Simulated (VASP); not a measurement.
Output of a VASP run:

OSZICAR:
```
       N       E                     dE             d eps       ncg     rms          rms(c)
DAV:   1     0.471094731406E+02    0.47109E+02   -0.86502E+03  2468   0.135E+03
DAV:   2    -0.561672981148E+01   -0.52726E+02   -0.51666E+02  2434   0.535E+02
DAV:   3    -0.818181040792E+01   -0.25651E+01   -0.23557E+01  2554   0.600E+01
DAV:   4    -0.832286624879E+01   -0.14106E+00   -0.13397E+00  2658   0.122E+01
DAV:   5    -0.833103447937E+01   -0.81682E-02   -0.76623E-02  2574   0.226E+00    0.237E+01
DAV:   6    -0.832911541257E+01    0.19191E-02   -0.36215E-02  2427   0.350E+00    0.141E+01
DAV:   7    -0.834161866235E+01   -0.12503E-01   -0.61340E-02  2389   0.454E+00    0.368E-01
DAV:   8    -0.834159003108E+01    0.28631E-04   -0.39144E-03  2409   0.956E-01    0.103E-01
DAV:   9    -0.834160902269E+01   -0.18992E-04   -0.22341E-04  2526   0.211E-01    0.347E-02
DAV:  10    -0.834160298294E+01    0.60398E-05   -0.32484E-05  2464   0.722E-02    0.527E-02
DAV:  11    -0.834160466194E+01   -0.16790E-05   -0.33916E-06  2040   0.237E-02    0.197E-03
DAV:  12    -0.834160492886E+01   -0.26692E-06   -0.26061E-07  1313   0.131E-02
   1 F= -.83416049E+01 E0= -.83427588E+01  d E =-.834160E+01
       N       E                     dE             d eps       ncg     rms          rms(c)
DAV:   1    -0.834207254160E+01   -0.46788E-03   -0.17259E-02  2205   0.165E+00    0.952E-02
DAV:   2    -0.834186420511E+01    0.20834E-03   -0.48051E-04  2409   0.321E-01    0.540E-02
DAV:   3    -0.834174771303E+01    0.11649E-03   -0.14508E-04  2755   0.163E-01    0.232E-02
DAV:   4    -0.834174871256E+01   -0.99953E-06   -0.19522E-05  2301   0.394E-02    0.155E-02
DAV:   5    -0.834174954714E+01   -0.83458E-06   -0.73128E-07  1088   0.148E-02
   2 F= -.83417495E+01 E0= -.83428869E+01  d E =-.144618E-03
       N       E                     dE             d eps       ncg     rms          rms(c)
DAV:   1    -0.834182612292E+01   -0.77410E-04   -0.34627E-03  2185   0.740E-01    0.425E-02
DAV:   2    -0.834178431771E+01    0.41805E-04   -0.97302E-05  2390   0.144E-01    0.242E-02
DAV:   3    -0.834176131821E+01    0.22999E-04   -0.29038E-05  2728   0.731E-02    0.106E-02
DAV:   4    -0.834176156814E+01   -0.24993E-06   -0.36658E-06  1580   0.182E-02
   3 F= -.83417616E+01 E0= -.83428883E+01  d E =-.156639E-03
```

**OUTCAR**
```
------------------------ aborting loop because EDIFF is reached ----------------------------------------
  FORCE on cell =-STRESS in cart. coord.  units (eV):
  Direction    XX          YY          ZZ          XY          YZ          ZX
  --------------------------------------------------------------------------------------
  Total        0.0046208      0.0046208      0.0039313     -0.0000000      0.0000000      0.0000000
  in kB        0.1153174      0.1153174      0.0981099     -0.0000000      0.0000000      0.0000000
  external PRESSURE =       0.1095816 kB  Pullay stress =       0.0000000 kB
  volume of cell :       64.20
      direct lattice vectors                 reciprocal lattice vectors
     1.815818407 -3.145089275 -0.000000000     0.275357931 -0.158977999  0.000000000
     1.815818407  3.145089275  0.000000000     0.275357931  0.158977999  0.000000000
    -0.000000000  0.000000000  5.620772379     0.000000000 -0.000000000  0.177911492
 POSITION                                       TOTAL-FORCE (eV/Angst)
 -----------------------------------------------------------------------------------
      1.81582      1.04837      1.40519         0.000000      0.000000      0.000000
      1.81582     -1.04837      4.21558        -0.000000     -0.000000      0.000000
 -----------------------------------------------------------------------------------
    total drift:                                0.000003      0.000091     -0.000012
  FREE ENERGIE OF THE ION-ELECTRON SYSTEM (eV)
  ---------------------------------------------------
  free  energy   TOTEN  =        -8.3417615681 eV

  energy  without entropy=       -8.3451416698  energy(sigma->0) =       -8.34288827

 reached required accuracy - stopping structural energy minimisation
```
(Selected blocks of OUTCAR.)

POSCAR:
```
Er
1
    1.8139926597    -3.1419269886     0.0000000000
    1.8139926597     3.1419269886    -0.0000000000
   -0.0000000000    -0.0000000000     5.6380234810
Er
2
Direct
  0.3333330000   0.6666670000   0.2500000000
  0.6666670000   0.3333330000   0.7500000000
```

### Question
Write an INCAR and KPOINTS that could have produced this output.

### Answer
This is not unique; one that fits is the input of the run itself, RPBE GGA, plane waves, VASP's PBE PAW potentials (set 64).

File KPOINTS:
```
Automatic mesh
0
Gamma
10 10 6
0 0 0
```

INCAR:
```
SYSTEM = Er
PREC = Accurate; ENCUT = 520; LREAL = F
LASPH = T
EDIFF = 1E-6; NELM = 100; ALGO = Normal
LMAXMIX = 6
ISMEAR = 1; SIGMA = 0.1
GGA = RP
IBRION = 2; NSW = 60; ISIF = 3
EDIFFG = -0.01
LWAVE = F; LCHARG = F
```

POTCAR, in this order: Er_3 (PBE.64 set). Program: vasp_std.

The 4f electrons are frozen in the core of the lanthanide potential, so 4f levels, which can set the real gap, and their magnetism are missing.

The compound is Er in the hcp structure. This run relaxes it. Symmetry was kept, so distortions that lower it aren't found. The start is the result of an earlier pass.
